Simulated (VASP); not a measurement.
All values below come from PBEsol GGA, VASP's PBE PAW potentials (set 64) (plane waves; VASP).

The input files of a VASP run:

**KPOINTS**
```
Automatic mesh
0
Gamma
12 12 12
0 0 0
```

### POSCAR
```
VGe2
1
   -1.6195186687     1.6195186687     4.0709108277
    1.6195186687    -1.6195186687     4.0709108277
    1.6195186687     1.6195186687    -4.0709108277
V Ge
1 2
Direct
  0.0000000000   0.0000000000   0.0000000000
  0.3388682651   0.3388682651   0.0000000000
  0.6611317349   0.6611317349   0.0000000000
```

### INCAR
```
! general
SYSTEM   =  VGe2
PREC     =  Accurate
ENCUT    =  400
LREAL    =  F
LASPH    =  T

! electronic loop
EDIFF    =  1E-6
NELM     =  100
ALGO     =  Normal
LMAXMIX  =  4

! smearing
ISMEAR   =  1
SIGMA    =  0.1

! functional
GGA      =  PS

! spin
ISPIN    =  2
MAGMOM   =  2.0 0.0 0.0

! ions
IBRION   =  2
NSW      =  60
ISIF     =  3
EDIFFG   =  -0.02

! output
LWAVE    =  F
LCHARG   =  F
LORBIT   =  10
```

POTCAR, in this order: V_sv Ge_d (PBE.64 set). Program: vasp_std.

The resulting files:

### OSZICAR
```
       N       E                     dE             d eps       ncg     rms          rms(c)
DAV:   1     0.291977099602E+03    0.29198E+03   -0.18002E+04 19047   0.371E+03
DAV:   2     0.142084081827E+02   -0.27777E+03   -0.27425E+03 16332   0.612E+02
DAV:   3    -0.209447591879E+02   -0.35153E+02   -0.34695E+02 18412   0.171E+02
DAV:   4    -0.221131618947E+02   -0.11684E+01   -0.11652E+01 19582   0.354E+01
DAV:   5    -0.221309448509E+02   -0.17783E-01   -0.17778E-01 19686   0.491E+00    0.222E+01
DAV:   6    -0.225309423390E+02   -0.40000E+00   -0.59042E+01 18262   0.361E+01    0.141E+01
DAV:   7    -0.203639478761E+02    0.21670E+01   -0.33523E+01 18216   0.318E+01    0.678E+00
DAV:   8    -0.201710667720E+02    0.19288E+00   -0.15477E+00 16848   0.743E+00    0.222E+00
DAV:   9    -0.201705757504E+02    0.49102E-03   -0.13710E-01 19662   0.182E+00    0.895E-01
DAV:  10    -0.201690515063E+02    0.15242E-02   -0.27438E-03 17445   0.450E-01    0.292E-01
DAV:  11    -0.201679944715E+02    0.10570E-02   -0.62794E-03 18658   0.530E-01    0.860E-02
DAV:  12    -0.201680207405E+02   -0.26269E-04   -0.26054E-04 17733   0.155E-01    0.384E-02
DAV:  13    -0.201680257130E+02   -0.49725E-05   -0.39451E-05 19812   0.430E-02    0.151E-02
DAV:  14    -0.201680278525E+02   -0.21395E-05   -0.54826E-06 17686   0.220E-02    0.563E-03
DAV:  15    -0.201680277685E+02    0.83950E-07   -0.90982E-07  8977   0.847E-03
   1 F= -.20168028E+02 E0= -.20167746E+02  d E =-.201680E+02  mag=     0.0000
       N       E                     dE             d eps       ncg     rms          rms(c)
DAV:   1    -0.201783594743E+02   -0.10332E-01   -0.19510E-01 19594   0.622E+00    0.872E-01
DAV:   2    -0.201755145510E+02    0.28449E-02   -0.12595E-01 18298   0.261E+00    0.672E-01
DAV:   3    -0.201694332138E+02    0.60813E-02   -0.51217E-02 18326   0.135E+00    0.252E-01
DAV:   4    -0.201683076064E+02    0.11256E-02   -0.38701E-03 19372   0.724E-01    0.691E-02
DAV:   5    -0.201682765876E+02    0.31019E-04   -0.28902E-04 19224   0.237E-01    0.371E-02
DAV:   6    -0.201682688768E+02    0.77108E-05   -0.38817E-05 20748   0.625E-02    0.980E-03
DAV:   7    -0.201682694775E+02   -0.60068E-06   -0.27857E-06 13680   0.178E-02
   2 F= -.20168269E+02 E0= -.20168004E+02  d E =-.241709E-03  mag=     0.0000
       N       E                     dE             d eps       ncg     rms          rms(c)
DAV:   1    -0.201687098751E+02   -0.44100E-03   -0.81740E-03 19573   0.128E+00    0.179E-01
DAV:   2    -0.201685984555E+02    0.11142E-03   -0.54336E-03 18360   0.540E-01    0.139E-01
DAV:   3    -0.201683362677E+02    0.26219E-03   -0.21661E-03 18433   0.278E-01    0.507E-02
DAV:   4    -0.201682892209E+02    0.47047E-04   -0.15253E-04 19493   0.146E-01    0.134E-02
DAV:   5    -0.201682871963E+02    0.20246E-05   -0.12062E-05 19155   0.475E-02    0.790E-03
DAV:   6    -0.201682863060E+02    0.89028E-06   -0.17082E-06 11296   0.140E-02
   3 F= -.20168286E+02 E0= -.20168018E+02  d E =-.258537E-03  mag=    -0.0000
       N       E                     dE             d eps       ncg     rms          rms(c)
DAV:   1    -0.201695209790E+02   -0.12338E-02   -0.28875E-02 19141   0.212E+00    0.275E-01
DAV:   2    -0.201690804849E+02    0.44049E-03   -0.11862E-02 18756   0.902E-01    0.215E-01
DAV:   3    -0.201685092722E+02    0.57121E-03   -0.48621E-03 18402   0.436E-01    0.923E-02
DAV:   4    -0.201683492193E+02    0.16005E-03   -0.46296E-04 20159   0.262E-01    0.227E-02
DAV:   5    -0.201683465740E+02    0.26453E-05   -0.45389E-05 18862   0.811E-02    0.112E-02
DAV:   6    -0.201683454713E+02    0.11027E-05   -0.38200E-06 13662   0.237E-02    0.282E-03
DAV:   7    -0.201683454107E+02    0.60648E-07   -0.47775E-07  8463   0.844E-03
   4 F= -.20168345E+02 E0= -.20168083E+02  d E =-.591047E-04  mag=    -0.0000
```

File OUTCAR:
```
------------------------ aborting loop because EDIFF is reached ----------------------------------------
  FORCE on cell =-STRESS in cart. coord.  units (eV):
  Direction    XX          YY          ZZ          XY          YZ          ZX
  --------------------------------------------------------------------------------------
  Total       -0.0067676     -0.0067676     -0.0199967      0.0000000      0.0000000      0.0000000
  in kB       -0.2543575     -0.2543575     -0.7515682      0.0000000      0.0000000      0.0000000
  external PRESSURE =      -0.4200944 kB  Pullay stress =       0.0000000 kB
  volume of cell :       42.63
      direct lattice vectors                 reciprocal lattice vectors
    -1.616512662  1.616512662  4.078336719     0.000000000  0.309307815  0.122598999
     1.616512662 -1.616512662  4.078336719     0.309307815  0.000000000  0.122598999
     1.616512662  1.616512662 -4.078336719     0.309307815  0.309307815  0.000000000
 POSITION                                       TOTAL-FORCE (eV/Angst)
 -----------------------------------------------------------------------------------
      0.00000      0.00000     -0.00000        -0.000000     -0.000000      0.000000
      0.00000      0.00000      2.76544        -0.000000     -0.000000      0.009592
      1.61651      1.61651      1.31290         0.000000      0.000000     -0.009592
 -----------------------------------------------------------------------------------
    total drift:                               -0.000000     -0.000000      0.000000
  FREE ENERGIE OF THE ION-ELECTRON SYSTEM (eV)
  ---------------------------------------------------
  free  energy   TOTEN  =       -20.1683454107 eV

  energy  without entropy=      -20.1675592332  energy(sigma->0) =      -20.16808335

 total charge

# of ion       s       p       d       tot
------------------------------------------
    1        2.222   6.195   3.157  11.574
    2        1.146   1.219  10.089  12.454
    3        1.146   1.219  10.089  12.454
--------------------------------------------------
tot          4.515   8.633  23.334  36.483

 magnetization (x)

# of ion       s       p       d       tot
------------------------------------------
    1        0.000  -0.000  -0.000  -0.000
    2       -0.000   0.000  -0.000  -0.000
    3       -0.000   0.000  -0.000  -0.000
--------------------------------------------------
tot         -0.000   0.000  -0.000  -0.000

 reached required accuracy - stopping structural energy minimisation
```
(Selected blocks of OUTCAR.)

**CONTCAR**
```
VGe2
   1.00000000000000
    -1.6165126622127970    1.6165126622127970    4.0783367190317588
     1.6165126622127970   -1.6165126622127970    4.0783367190317588
     1.6165126622127970    1.6165126622127970   -4.0783367190317588
  V               Ge
     1     2
Direct
     0.0000000000000000    0.0000000000000000    0.0000000000000000
     0.3390402094133967    0.3390402094133967    0.0000000000000000
     0.6609597905866031    0.6609597905866031    1.0000000000000000
```

The structure was generated: VGe2 was put into the MoSi2 type (I4/mmm), which need not be its known phase. This run relaxes it. Symmetry was kept, so distortions that lower it aren't found. The start is the result of an earlier pass.
